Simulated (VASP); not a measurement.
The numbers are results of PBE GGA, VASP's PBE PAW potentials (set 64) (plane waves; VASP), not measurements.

The input files of a VASP run:

### KPOINTS
```
kpoints
0
G
  13 13 13
0 0 0
```

**INCAR**
```
SYSTEM = Li
PREC = Accurate; ENCUT = 520; LREAL = F
LASPH = T
EDIFF = 1E-6; NELM = 100; ALGO = Normal
ISMEAR = 1; SIGMA = 0.1
GGA = PE
IBRION = 2; NSW = 60; ISIF = 3
EDIFFG = -0.01
LWAVE = F; LCHARG = F
```

File POSCAR:
```
Li
1
   -1.7140963307     1.7140963307     1.7140963307
    1.7140963307    -1.7140963307     1.7140963307
    1.7140963307     1.7140963307    -1.7140963307
Li
1
Direct
  0.0000000000   0.0000000000   0.0000000000
```

POTCAR, in this order: Li_sv (PBE.64 set). Program: vasp_std.

Output of the run:

### OUTCAR
```
 ion  position               nearest neighbor table
   1  0.000  0.000  0.000-
  LATTYP: Found a body centered cubic cell.
 ALAT       =     3.4281926614
 Subroutine PRICEL returns:
 Original cell was already a primitive cell.
 Subroutine GETGRP returns: Found 48 space group operations
The static configuration has the point symmetry O_h .
The dynamic configuration has the point symmetry O_h .
 Subroutine INISYM returns: Found 48 space group operations
 Subroutine IBZKPT returns following result:
 Found     84 irreducible k-points:

 Following reciprocal coordinates:
            Coordinates               Weight
  0.000000  0.000000  0.000000      1.000000
  0.076923  0.000000  0.000000     12.000000
  0.153846  0.000000  0.000000     12.000000
  0.230769  0.000000  0.000000     12.000000
  0.307692  0.000000  0.000000     12.000000
  0.384615  0.000000  0.000000     12.000000
  0.461538  0.000000  0.000000     12.000000
  0.076923  0.076923  0.000000     24.000000
  0.153846  0.076923  0.000000     48.000000
  0.230769  0.076923  0.000000     48.000000
  0.307692  0.076923  0.000000     48.000000
  0.384615  0.076923  0.000000     48.000000
  0.461538  0.076923  0.000000     24.000000
  0.153846  0.153846  0.000000     24.000000
  0.230769  0.153846  0.000000     48.000000
  0.307692  0.153846 -0.000000     48.000000
  0.384615  0.153846  0.000000     48.000000
  0.230769  0.230769  0.000000     24.000000
  0.307692  0.230769  0.000000     48.000000
  0.384615  0.230769  0.000000     24.000000
  0.307692  0.307692  0.000000     24.000000
  0.076923  0.076923  0.076923      8.000000
  0.153846  0.076923  0.076923     24.000000
  0.230769  0.076923  0.076923     24.000000
  0.307692  0.076923  0.076923     24.000000
  0.384615  0.076923  0.076923     24.000000
 -0.076923  0.076923  0.076923      6.000000
  0.153846  0.153846  0.076923     24.000000
  0.230769  0.153846  0.076923     48.000000
  0.307692  0.153846  0.076923     48.000000
  0.384615  0.153846  0.076923     24.000000
 -0.153846  0.153846  0.076923     24.000000
  0.230769  0.230769  0.076923     24.000000
  0.307692  0.230769  0.076923     48.000000
 -0.230769  0.230769  0.076923     24.000000
 -0.153846  0.230769  0.076923     24.000000
  0.307692  0.307692  0.076923      8.000000
 -0.307692  0.307692  0.076923     24.000000
 -0.230769  0.307692  0.076923     48.000000
 -0.384615  0.384615  0.076923     24.000000
   k-points           NKPTS =     84   k-points in BZ     NKDIM =     84   number of bands    NBANDS=      5
   number of dos      NEDOS =    301   number of ions     NIONS =      1
   total plane-waves  NPLWV =  13824
   dimension x,y,z NGX =    24 NGY =   24 NGZ =   24
   dimension x,y,z NGXF=    48 NGYF=   48 NGZF=   48
   ions per type =               1
   PREC   = accura    normal or accurate (medium, high low for compatibility)
   ISTART =      0    job   : 0-new  1-cont  2-samecut
   ICHARG =      2    charge: 1-file 2-atom 10-const
   ISPIN  =      1    spin polarized calculation?
   LNONCOLLINEAR =      F non collinear calculations
   LSORBIT =      F    spin-orbit coupling
   INIWAV =      1    electr: 0-lowe 1-rand  2-diag
   ENCUT  =  520.0 eV  38.22 Ry    6.18 a.u.   5.52  5.52  5.52*2*pi/ulx,y,z
   NELM   =    100;   NELMIN=  2; NELMDL= -5     # of ELM steps
   EDIFF  = 0.1E-05   stopping-criterion for ELM
   LREAL  =      F    real-space projection
   NLSPLINE    = F    spline interpolate recip. space projectors
   LMAXMIX     =    2 max onsite mixed and CHGCAR
   VOSKOWN=      0    Vosko Wilk Nusair interpolation
...
```

File OSZICAR:
```
       N       E                     dE             d eps       ncg     rms          rms(c)
DAV:   1     0.528170976823E+00    0.52817E+00   -0.73391E+02   845   0.423E+02
DAV:   2    -0.178857411221E+01   -0.23167E+01   -0.21865E+01  1190   0.592E+01
DAV:   3    -0.190361977482E+01   -0.11505E+00   -0.11477E+00  1010   0.853E+00
DAV:   4    -0.190717722319E+01   -0.35574E-02   -0.35589E-02  1145   0.145E+00
DAV:   5    -0.190721134497E+01   -0.34122E-04   -0.34122E-04  1040   0.120E-01    0.211E-01
DAV:   6    -0.190611072690E+01    0.11006E-02   -0.31144E-04  1380   0.106E-01    0.120E-01
DAV:   7    -0.190560997757E+01    0.50075E-03   -0.72584E-04  1415   0.168E-01    0.284E-02
DAV:   8    -0.190560861691E+01    0.13607E-05   -0.92926E-06   875   0.378E-02    0.116E-03
DAV:   9    -0.190560607053E+01    0.25464E-05   -0.48313E-07   655   0.104E-02    0.339E-04
DAV:  10    -0.190560507788E+01    0.99265E-06   -0.73836E-08   455   0.426E-03
   1 F= -.19056051E+01 E0= -.19056045E+01  d E =-.190561E+01
```

File OUTCAR:
```
------------------------ aborting loop because EDIFF is reached ----------------------------------------
  FORCE on cell =-STRESS in cart. coord.  units (eV):
  Direction    XX          YY          ZZ          XY          YZ          ZX
  --------------------------------------------------------------------------------------
  Total       -0.0032626     -0.0032626     -0.0032626      0.0000000      0.0000000     -0.0000000
  in kB       -0.2594799     -0.2594799     -0.2594799      0.0000000      0.0000000     -0.0000000
  external PRESSURE =      -0.2594799 kB  Pullay stress =       0.0000000 kB
  volume of cell :       20.14
      direct lattice vectors                 reciprocal lattice vectors
    -1.714096331  1.714096331  1.714096331     0.000000000  0.291698892  0.291698892
     1.714096331 -1.714096331  1.714096331     0.291698892  0.000000000  0.291698892
     1.714096331  1.714096331 -1.714096331     0.291698892  0.291698892  0.000000000
 POSITION                                       TOTAL-FORCE (eV/Angst)
 -----------------------------------------------------------------------------------
      0.00000      0.00000      0.00000        -0.000000      0.000000      0.000000
 -----------------------------------------------------------------------------------
    total drift:                               -0.000000      0.000000      0.000000
  FREE ENERGIE OF THE ION-ELECTRON SYSTEM (eV)
  ---------------------------------------------------
  free  energy   TOTEN  =        -1.9056050779 eV

  energy  without entropy=       -1.9056032564  energy(sigma->0) =       -1.90560447

 reached required accuracy - stopping structural energy minimisation
```
(Selected blocks of OUTCAR.)

The compound is Li in the bcc structure. It was relaxed first, which changed the volume by -5 %. The start is the result of an earlier pass.
